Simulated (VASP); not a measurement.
All values below come from revPBE GGA, VASP's PBE PAW potentials (set 64) (plane waves; VASP).

The input files of a VASP run:

### INCAR
```
! general
SYSTEM  = GaAs
PREC    = Accurate
ENCUT   = 240   ! plane-wave cut-off (eV)
LREAL   = .FALSE.
LASPH   = .TRUE.   ! aspherical one-centre terms

! electronic loop
EDIFF   = 1E-03   ! SCF stop (eV)
NELM    = 100
ALGO    = Normal   ! blocked Davidson
LMAXMIX = 4

! smearing
ISMEAR  = -1   ! Fermi-Dirac
SIGMA   = 0.136   ! width (eV)

! functional
GGA     = RE   ! revPBE

! ions
IBRION  = 2
NSW     = 50   ! most ionic steps
ISIF    = 3
EDIFFG  = -0.01   ! ionic stop

! output
LWAVE   = .FALSE.
LCHARG  = .FALSE.
```

### POSCAR
```
GaAs
1
    0.0000000000     2.8972280000     2.8972280000
    2.8972280000     0.0000000000     2.8972280000
    2.8972280000     2.8972280000     0.0000000000
Ga As
1 1
Direct
  0.0000000000   0.0000000000   0.0000000000
  0.2500000000   0.2500000000   0.2500000000
```

File KPOINTS:
```
Automatic mesh
0
Gamma
6 6 6
0 0 0
```

POTCAR, in this order: Ga_d As (PBE.64 set). Program: vasp_std.

Output

**OSZICAR**
```
...
DAV:   1    -0.767431796711E+01   -0.10192E-03   -0.73135E-04   208   0.511E-01    0.455E-02
DAV:   2    -0.767427311370E+01    0.44853E-04   -0.90755E-05   208   0.193E-01
  29 F= -.76742731E+01 E0= -.76727265E+01  d E =-.822757E-04
       N       E                     dE             d eps       ncg     rms          rms(c)
DAV:   1    -0.767457614941E+01   -0.25818E-03   -0.28989E-03   341   0.100E+00    0.929E-02
DAV:   2    -0.767438447568E+01    0.19167E-03   -0.32190E-04   208   0.387E-01
  30 F= -.76743845E+01 E0= -.76728642E+01  d E =-.193638E-03
       N       E                     dE             d eps       ncg     rms          rms(c)
DAV:   1    -0.767534621406E+01   -0.77006E-03   -0.11563E-02   541   0.200E+00    0.186E-01
DAV:   2    -0.767456238989E+01    0.78382E-03   -0.11599E-03   208   0.750E-01
  31 F= -.76745624E+01 E0= -.76730950E+01  d E =-.371552E-03
       N       E                     dE             d eps       ncg     rms          rms(c)
DAV:   1    -0.767786538807E+01   -0.25192E-02   -0.45589E-02   551   0.399E+00    0.372E-01
DAV:   2    -0.767475218819E+01    0.31132E-02   -0.48335E-03   396   0.153E+00    0.178E-01
DAV:   3    -0.767383345954E+01    0.91873E-03   -0.98396E-04   218   0.611E-01
  32 F= -.76738335E+01 E0= -.76724673E+01  d E =0.357378E-03
       N       E                     dE             d eps       ncg     rms          rms(c)
DAV:   1    -0.767717819548E+01   -0.24260E-02   -0.40306E-02   551   0.370E+00    0.309E-01
DAV:   2    -0.767490875798E+01    0.22694E-02   -0.41409E-03   371   0.138E+00    0.142E-01
DAV:   3    -0.767434083064E+01    0.56793E-03   -0.81665E-04   218   0.551E-01
  33 F= -.76743408E+01 E0= -.76728834E+01  d E =-.149993E-03
       N       E                     dE             d eps       ncg     rms          rms(c)
DAV:   1    -0.767479699834E+01    0.11176E-03   -0.10028E-02   516   0.180E+00    0.153E-01
DAV:   2    -0.767423205934E+01    0.56494E-03   -0.10610E-03   208   0.719E-01
  34 F= -.76742321E+01 E0= -.76728191E+01  d E =-.412213E-04
       N       E                     dE             d eps       ncg     rms          rms(c)
DAV:   1    -0.767411634524E+01    0.68065E-03   -0.35077E-04   208   0.329E-01    0.609E-02
DAV:   2    -0.767404024472E+01    0.76101E-04   -0.71698E-05   208   0.170E-01
  35 F= -.76740402E+01 E0= -.76726429E+01  d E =0.150593E-03
       N       E                     dE             d eps       ncg     rms          rms(c)
DAV:   1    -0.767408029252E+01    0.36053E-04   -0.49096E-04   208   0.425E-01    0.246E-02
DAV:   2    -0.767406471312E+01    0.15579E-04   -0.59125E-05   208   0.154E-01
  36 F= -.76740647E+01 E0= -.76726589E+01  d E =0.126125E-03
       N       E                     dE             d eps       ncg     rms          rms(c)
DAV:   1    -0.767412282572E+01   -0.42533E-04   -0.17835E-04   208   0.247E-01    0.261E-02
DAV:   2    -0.767410831308E+01    0.14513E-04   -0.28244E-05   208   0.107E-01
  37 F= -.76741083E+01 E0= -.76726953E+01  d E =-.436000E-04
       N       E                     dE             d eps       ncg     rms          rms(c)
DAV:   1    -0.767426134824E+01   -0.13852E-03   -0.92535E-04   208   0.579E-01    0.527E-02
DAV:   2    -0.767420061188E+01    0.60736E-04   -0.11827E-04   208   0.221E-01
  38 F= -.76742006E+01 E0= -.76727730E+01  d E =-.135899E-03
       N       E                     dE             d eps       ncg     rms          rms(c)
DAV:   1    -0.767462420874E+01   -0.36286E-03   -0.37892E-03   356   0.115E+00    0.106E-01
DAV:   2    -0.767437192007E+01    0.25229E-03   -0.41710E-04   208   0.439E-01
  39 F= -.76743719E+01 E0= -.76729152E+01  d E =-.307207E-03
       N       E                     dE             d eps       ncg     rms          rms(c)
DAV:   1    -0.767567624265E+01   -0.10520E-02   -0.15064E-02   546   0.229E+00    0.212E-01
DAV:   2    -0.767465678848E+01    0.10195E-02   -0.14808E-03   208   0.834E-01    0.102E-01
DAV:   3    -0.767435417480E+01    0.30261E-03   -0.40978E-04   208   0.371E-01
  40 F= -.76743542E+01 E0= -.76728380E+01  d E =-.289462E-03
       N       E                     dE             d eps       ncg     rms          rms(c)
DAV:   1    -0.767499940908E+01   -0.34262E-03   -0.94045E-03   496   0.175E+00    0.151E-01
DAV:   2    -0.767446042077E+01    0.53899E-03   -0.98731E-04   208   0.695E-01
  41 F= -.76744604E+01 E0= -.76729893E+01  d E =-.395708E-03
       N       E                     dE             d eps       ncg     rms          rms(c)
DAV:   1    -0.767435567787E+01    0.64373E-03   -0.81866E-05   208   0.110E-01    0.404E-02
DAV:   2    -0.767432197303E+01    0.33705E-04   -0.23851E-05   208   0.882E-02
  42 F= -.76743220E+01 E0= -.76728604E+01  d E =-.257260E-03
       N       E                     dE             d eps       ncg     rms          rms(c)
DAV:   1    -0.767431752618E+01    0.38152E-04   -0.11373E-04   208   0.201E-01    0.112E-02
DAV:   2    -0.767431454490E+01    0.29813E-05   -0.15607E-05   208   0.752E-02
  43 F= -.76743145E+01 E0= -.76728486E+01  d E =-.249832E-03
       N       E                     dE             d eps       ncg     rms          rms(c)
DAV:   1    -0.767431997002E+01   -0.24438E-05   -0.15063E-05   208   0.686E-02    0.818E-03
DAV:   2    -0.767431853842E+01    0.14316E-05   -0.29758E-06   208   0.336E-02
  44 F= -.76743185E+01 E0= -.76728501E+01  d E =-.253825E-03
       N       E                     dE             d eps       ncg     rms          rms(c)
DAV:   1    -0.767432005645E+01   -0.86427E-07   -0.23694E-06   208   0.267E-02    0.378E-03
DAV:   2    -0.767431971800E+01    0.33844E-06   -0.56868E-07   208   0.138E-02
  45 F= -.76743197E+01 E0= -.76728503E+01  d E =-.117959E-05
       N       E                     dE             d eps       ncg     rms          rms(c)
DAV:   1    -0.767432678523E+01   -0.67288E-05   -0.30379E-05   208   0.105E-01    0.929E-03
DAV:   2    -0.767432482506E+01    0.19602E-05   -0.37975E-06   208   0.395E-02
  46 F= -.76743248E+01 E0= -.76728528E+01  d E =-.628665E-05
       N       E                     dE             d eps       ncg     rms          rms(c)
DAV:   1    -0.767434225778E+01   -0.15473E-04   -0.11482E-04   208   0.203E-01    0.187E-02
DAV:   2    -0.767433456954E+01    0.76882E-05   -0.14803E-05   208   0.776E-02
  47 F= -.76743346E+01 E0= -.76728574E+01  d E =-.160311E-04
       N       E                     dE             d eps       ncg     rms          rms(c)
DAV:   1    -0.767438262113E+01   -0.40363E-04   -0.45901E-04   208   0.406E-01    0.373E-02
DAV:   2    -0.767435222107E+01    0.30400E-04   -0.58894E-05   208   0.155E-01
  48 F= -.76743522E+01 E0= -.76728646E+01  d E =-.336827E-04
       N       E                     dE             d eps       ncg     rms          rms(c)
DAV:   1    -0.767450101442E+01   -0.11839E-03   -0.18352E-03   208   0.811E-01    0.745E-02
DAV:   2    -0.767438021315E+01    0.12080E-03   -0.23501E-04   208   0.308E-01
  49 F= -.76743802E+01 E0= -.76728716E+01  d E =-.616747E-04
       N       E                     dE             d eps       ncg     rms          rms(c)
DAV:   1    -0.767492381577E+01   -0.42280E-03   -0.76957E-03   481   0.162E+00    0.150E-01
DAV:   2    -0.767440959300E+01    0.51422E-03   -0.75234E-04   208   0.593E-01
  50 F= -.76744096E+01 E0= -.76728578E+01  d E =-.910546E-04
```

File OUTCAR:
```
------------------------ aborting loop because EDIFF is reached ----------------------------------------
  FORCE on cell =-STRESS in cart. coord.  units (eV):
  Direction    XX          YY          ZZ          XY          YZ          ZX
  --------------------------------------------------------------------------------------
  Total        0.0517583      0.0517583      0.0517583      0.0000000      0.0000000      0.0000000
  in kB        1.7972618      1.7972618      1.7972618      0.0000000      0.0000000      0.0000000
  external PRESSURE =       1.7972618 kB  Pullay stress =       0.0000000 kB
  volume of cell :       46.14
      direct lattice vectors                 reciprocal lattice vectors
    -0.000000000  2.846752927  2.846752927    -0.175638706  0.175638706  0.175638706
     2.846752927  0.000000000  2.846752927     0.175638706 -0.175638706  0.175638706
     2.846752927  2.846752927  0.000000000     0.175638706  0.175638706 -0.175638706
  FREE ENERGIE OF THE ION-ELECTRON SYSTEM (eV)
  ---------------------------------------------------
  free  energy   TOTEN  =        -7.6744095930 eV

  energy  without entropy=       -7.6713059115  energy(sigma->0) =       -7.67285775
```
(Selected blocks of OUTCAR.)

CONTCAR:
```
GaAs
   1.00000000000000
    -0.0000000000000000    2.8467529265419675    2.8467529265419675
     2.8467529265419675    0.0000000000000000    2.8467529265419675
     2.8467529265419675    2.8467529265419675    0.0000000000000000
  Ga              As
     1     1
Direct
     0.0000000000000000    0.0000000000000000    0.0000000000000000
     0.2500000000000000    0.2500000000000000    0.2500000000000000
```

### stdout
```
...
DAV:   1    -0.767431997002E+01   -0.24438E-05   -0.15063E-05   208   0.686E-02    0.818E-03
DAV:   2    -0.767431853842E+01    0.14316E-05   -0.29758E-06   208   0.336E-02
  44 F= -.76743185E+01 E0= -.76728501E+01  d E =-.253825E-03
 ZBRENT: accuracy reached
 bond charge predicted
       N       E                     dE             d eps       ncg     rms          rms(c)
DAV:   1    -0.767432005645E+01   -0.86427E-07   -0.23694E-06   208   0.267E-02    0.378E-03
DAV:   2    -0.767431971800E+01    0.33844E-06   -0.56868E-07   208   0.138E-02
  45 F= -.76743197E+01 E0= -.76728503E+01  d E =-.117959E-05
 ZBRENT: can't locate minimum, use default step
 trial-energy change:   -0.000001  1 .order   -0.000002   -0.000002   -0.000002
 bond charge predicted
       N       E                     dE             d eps       ncg     rms          rms(c)
DAV:   1    -0.767432678523E+01   -0.67288E-05   -0.30379E-05   208   0.105E-01    0.929E-03
DAV:   2    -0.767432482506E+01    0.19602E-05   -0.37975E-06   208   0.395E-02
  46 F= -.76743248E+01 E0= -.76728528E+01  d E =-.628665E-05
 ZBRENT: increasing intervall
 bond charge predicted
       N       E                     dE             d eps       ncg     rms          rms(c)
DAV:   1    -0.767434225778E+01   -0.15473E-04   -0.11482E-04   208   0.203E-01    0.187E-02
DAV:   2    -0.767433456954E+01    0.76882E-05   -0.14803E-05   208   0.776E-02
  47 F= -.76743346E+01 E0= -.76728574E+01  d E =-.160311E-04
 ZBRENT: increasing intervall
 bond charge predicted
       N       E                     dE             d eps       ncg     rms          rms(c)
DAV:   1    -0.767438262113E+01   -0.40363E-04   -0.45901E-04   208   0.406E-01    0.373E-02
DAV:   2    -0.767435222107E+01    0.30400E-04   -0.58894E-05   208   0.155E-01
  48 F= -.76743522E+01 E0= -.76728646E+01  d E =-.336827E-04
 ZBRENT: increasing intervall
 bond charge predicted
       N       E                     dE             d eps       ncg     rms          rms(c)
DAV:   1    -0.767450101442E+01   -0.11839E-03   -0.18352E-03   208   0.811E-01    0.745E-02
DAV:   2    -0.767438021315E+01    0.12080E-03   -0.23501E-04   208   0.308E-01
  49 F= -.76743802E+01 E0= -.76728716E+01  d E =-.616747E-04
 ZBRENT: increasing intervall
 bond charge predicted
       N       E                     dE             d eps       ncg     rms          rms(c)
DAV:   1    -0.767492381577E+01   -0.42280E-03   -0.76957E-03   481   0.162E+00    0.150E-01
DAV:   2    -0.767440959300E+01    0.51422E-03   -0.75234E-04   208   0.593E-01
  50 F= -.76744096E+01 E0= -.76728578E+01  d E =-.910546E-04
```

The run did not converge; its last values are not results.

The run did not end as a converged relaxation. At this cut-off the stress carries a Pulay error, which pulls relaxed volumes low.  Energy and stress use the plane-wave basis of the starting cell.

The structure comes from a computed database's GaAs entry; how it stands against other phases isn't given here. This run relaxes it. Symmetry was kept, so distortions that lower it aren't found. The run is one of a series of settings (EDIFF = 1E-03, EDIFFG = -0.01, ENCUT = 240, IBRION = 2, ISIF = 3, NSW = 50, SIGMA = 0.136, KPOINTS 6×6×6 Γ-centred mesh against the base run), some of them coarse on purpose.
